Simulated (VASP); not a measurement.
All values below come from revPBE GGA, VASP's PBE PAW potentials (set 64) (plane waves; VASP 6.6.1).

The input files of a VASP run:

KPOINTS:
```
k-points along high-symmetry lines
15
Line-mode
Reciprocal
  0.000000   0.000000   0.000000 ! GAMMA
  0.000000   0.500000   0.000000 ! X

  0.000000   0.500000   0.000000 ! X
  0.500000   0.500000   0.000000 ! M

  0.500000   0.500000   0.000000 ! M
  0.000000   0.000000   0.000000 ! GAMMA

  0.000000   0.000000   0.000000 ! GAMMA
  0.500000   0.500000   0.500000 ! R

  0.500000   0.500000   0.500000 ! R
  0.000000   0.500000   0.000000 ! X

  0.500000   0.500000   0.500000 ! R
  0.500000   0.500000   0.000000 ! M
```

**INCAR**
```
ALGO = Normal
EDIFF = 1E-7
ENCUT = 520
GGA = RE
ICHARG = 11
ISMEAR = 0
LASPH = .TRUE.
LCHARG = .FALSE.
LMAXMIX = 4
LORBIT = 11
LREAL = .FALSE.
LWAVE = .FALSE.
NELM = 100
PREC = Accurate
SIGMA = 0.05
SYSTEM = CuZn
```

### POSCAR
```
CuZn
2.9948250
  1.0000001153   0.0000000000   0.0000000000
  0.0000000000   1.0000001153   0.0000000000
  0.0000000000   0.0000000000   1.0000001153
Zn Cu
1 1
direct
  0.5000000000   0.5000000000   0.5000000000
  0.0000000000   0.0000000000   0.0000000000
```

POTCAR, in this order: Zn Cu (PBE.64 set). Program: vasp_std. Read from the step before: CHGCAR.

The resulting files:

### OSZICAR
```
       N       E                     dE             d eps       ncg     rms          rms(c)
DAV:   1     0.112819046000E+03    0.11282E+03   -0.11859E+04  2796   0.254E+03
DAV:   2    -0.218107090727E+00   -0.11304E+03   -0.10943E+03  2700   0.326E+02
DAV:   3    -0.343937726759E+01   -0.32213E+01   -0.32144E+01  3401   0.725E+01
DAV:   4    -0.346146382404E+01   -0.22087E-01   -0.22084E-01  3260   0.532E+00
DAV:   5    -0.346177220681E+01   -0.30838E-03   -0.30837E-03  3583   0.632E-01
DAV:   6    -0.346178121984E+01   -0.90130E-05   -0.90130E-05  3328   0.898E-02
DAV:   7    -0.346178163036E+01   -0.41052E-06   -0.41055E-06  3541   0.195E-02
DAV:   8    -0.346178164807E+01   -0.17709E-07   -0.17244E-07  2835   0.365E-03
   1 F= -.34617816E+01 E0= -.34609851E+01  d E =-.159301E-02
```

OUTCAR:
```
 val. band max:        6.6829949779   @ k =   0.2500   0.2500   0.0000

 cond. band min:       6.7452062062   @ k =   0.5000   0.5000   0.0000



 k-point     1 :       0.0000    0.0000    0.0000
  band No.  band energies     occupation
      1      -4.7651      2.00000
      2      -2.5033      2.00000
      3      -2.5033      2.00000
      4      -1.8849      2.00000
      5      -1.8849      2.00000
      6      -1.8849      2.00000
      7       1.7450      2.00000
      8       1.7450      2.00000
      9       2.5354      2.00000
     10       2.5354      2.00000
     11       2.5354      2.00000
     12      11.2561      0.00000
     13      11.2561      0.00000
     14      11.2561      0.00000
     15      16.0819      0.00000

 k-point     2 :       0.0000    0.0357    0.0000
  band No.  band energies     occupation
      1      -4.7428      2.00000
      2      -2.5010      2.00000
      3      -2.4987      2.00000
      4      -1.8868      2.00000
      5      -1.8868      2.00000
      6      -1.8840      2.00000
      7       1.7440      2.00000
      8       1.7472      2.00000
      9       2.5282      2.00000
     10       2.5282      2.00000
     11       2.5346      2.00000
     12      11.0048      0.00000
     13      11.2897      0.00000
     14      11.2897      0.00000
     15      16.0942      0.00000

 k-point     3 :       0.0000    0.0714    0.0000
  band No.  band energies     occupation
      1      -4.6759      2.00000
      2      -2.4942      2.00000
      3      -2.4852      2.00000
      4      -1.8925      2.00000
      5      -1.8925      2.00000
      6      -1.8814      2.00000
      7       1.7411      2.00000
      8       1.7533      2.00000
      9       2.5074      2.00000
     10       2.5074      2.00000
     11       2.5325      2.00000
     12      10.3766      0.00000
     13      11.3897      0.00000
     14      11.3897      0.00000
     15      16.1311      0.00000

...
```

The density is held fixed in this step, so its total energy and stress have no physical meaning.

The compound is CuZn in the CsCl type structure. It was relaxed first. The electron count is odd and the run is not spin-polarised, which forces a metal.
